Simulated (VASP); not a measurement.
A VASP calculation is set up with these files.

File KPOINTS:
```
Automatic mesh
0
Gamma
7 7 4
0 0 0
```

POSCAR:
```
AlGaN2
1
    3.1715063028     0.0000000000     0.0000000000
   -1.5857531514     2.7466046349     0.0000000000
    0.0000000000     0.0000000000     5.1407132600
Al Ga N
1 1 2
Direct
  0.0000000000   0.0000000000   0.9993599386
  0.6666670000   0.3333330000   0.4971992920
  0.6666670000   0.3333330000   0.1115940794
  0.0000000000   0.0000000000   0.6282366900
```

### INCAR
```
ALGO=Normal
EDIFF=1E-6
ENCUT=500
GGA=PE
ISMEAR=0
LASPH=.TRUE.
LCHARG=.TRUE.
LMAXMIX=4
LREAL=.FALSE.
LWAVE=.FALSE.
NELM=100
PREC=Accurate
SIGMA=0.05
SYSTEM=AlGaN2
```

POTCAR, in this order: Al Ga_d N (PBE.64 set). Program: vasp_std.

Task: Translate this PBE calculation to Quantum ESPRESSO's pw.x.

Result: One equivalent input (not run):
```
&CONTROL
  calculation = 'scf'
  pseudo_dir = './pseudo'
  outdir = './out'
  tprnfor = .true.
  tstress = .true.
/
&SYSTEM
  ibrav = 0
  nat = 4
  ntyp = 3
  ecutwfc = 84
  occupations = 'smearing'
  smearing = 'gaussian'
  degauss = 0.003675
  input_dft = 'pbe'
/
&ELECTRONS
  conv_thr = 7.3e-08
  electron_maxstep = 100
/
ATOMIC_SPECIES
  Al 26.982 Al.upf
  Ga 69.723 Ga.upf
  N 14.007 N.upf
CELL_PARAMETERS angstrom
     3.1715063    0.0000000    0.0000000
    -1.5857532    2.7466046    0.0000000
     0.0000000    0.0000000    5.1407133
ATOMIC_POSITIONS crystal
  Al   0.0000000  0.0000000  0.9993599
  Ga   0.6666670  0.3333330  0.4971993
  N    0.6666670  0.3333330  0.1115941
  N    0.0000000  0.0000000  0.6282367
K_POINTS automatic
  7 7 4 0 0 0
```
The two are equivalent in intent, not identical: the potentials are each code's own (VASP's PAW set, PseudoDojo norm-conserving files in pw.x), so ENCUT and ecutwfc are chosen apart and not converted; conv_thr bounds pw.x's estimated SCF error, while EDIFF bounds the energy change between steps.

The structure comes from a computed database's AlGaN2 entry (P3m1); how it stands against other phases isn't given here. It was relaxed first.
